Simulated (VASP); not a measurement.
A convergence study with VASP on AlN (zinc blende): one setting is varied, all else stays as given below, so the limit is that of these other settings.

```xyz
2
Lattice="0.0000 2.1900 2.1900 2.1900 0.0000 2.1900 2.1900 2.1900 0.0000" Properties=species:S:1:pos:R:3 pbc="T T T"
Al     0.0000     0.0000     0.0000
N      1.0950     1.0950     1.0950
```

All values below come from PBEsol GGA, VASP's PBE PAW potentials (set 64) (plane waves; VASP). The tightest run used: 700 eV cut-off, 20×20×20 Γ-centred mesh, Gaussian smearing of 0.050 eV, potentials Al N.

**Question.** The settings run are 1×1×1 mesh; 2×2×2 mesh; 3×3×3 mesh; 4×4×4 mesh; 5×5×5 mesh; 7×7×7 mesh; 8×8×8 mesh; 9×9×9 mesh; 10×10×10 mesh; 11×11×11 mesh; 13×13×13 mesh; 14×14×14 mesh; 15×15×15 mesh; 16×16×16 mesh; 17×17×17 mesh; 19×19×19 mesh; 20×20×20 mesh. From which on does the stress (every component) stay within 0.2 GPa of the tightest run?

**Answer.** From 4×4×4 mesh on: it is off by 0.05 there and by no more than 0.2 in any finer run, while 3×3×3 mesh is off by 0.40.
| setting | E (eV/atom) | pressure (GPa) | irreducible k-points | difference judged (GPa) |
|---|---|---|---|---|
| 1×1×1 mesh | -1.8742 | 18.68 | 1 | 19.15 |
| 2×2×2 mesh | -7.0675 | 4.08 | 3 | 4.55 |
| 3×3×3 mesh | -7.7047 | -0.07 | 4 | 0.40 |
| 4×4×4 mesh | -7.7889 | -0.42 | 8 | 0.05 |
| 5×5×5 mesh | -7.8041 | -0.47 | 10 | 0.00 |
| 7×7×7 mesh | -7.8080 | -0.47 | 20 | 0.00 |
| 8×8×8 mesh | -7.8082 | -0.47 | 29 | 0.00 |
| 9×9×9 mesh | -7.8082 | -0.47 | 35 | 0.00 |
| 10×10×10 mesh | -7.8082 | -0.47 | 47 | 0.00 |
| 11×11×11 mesh | -7.8082 | -0.47 | 56 | 0.00 |
| 13×13×13 mesh | -7.8082 | -0.47 | 84 | 0.00 |
| 14×14×14 mesh | -7.8082 | -0.47 | 104 | 0.00 |
| 15×15×15 mesh | -7.8082 | -0.47 | 120 | 0.00 |
| 16×16×16 mesh | -7.8082 | -0.47 | 145 | 0.00 |
| 17×17×17 mesh | -7.8082 | -0.47 | 165 | 0.00 |
| 19×19×19 mesh | -7.8082 | -0.47 | 220 | 0.00 |
| 20×20×20 mesh | -7.8082 | -0.47 | 256 | 0.00 |

Left out are rungs that failed or repeat a setting and relaxations that didn't move; long series are thinned to 24 rows.

The compound is AlN in the zinc blende structure, a metastable form; wurtzite is the usual one. The cell was not relaxed at this level.
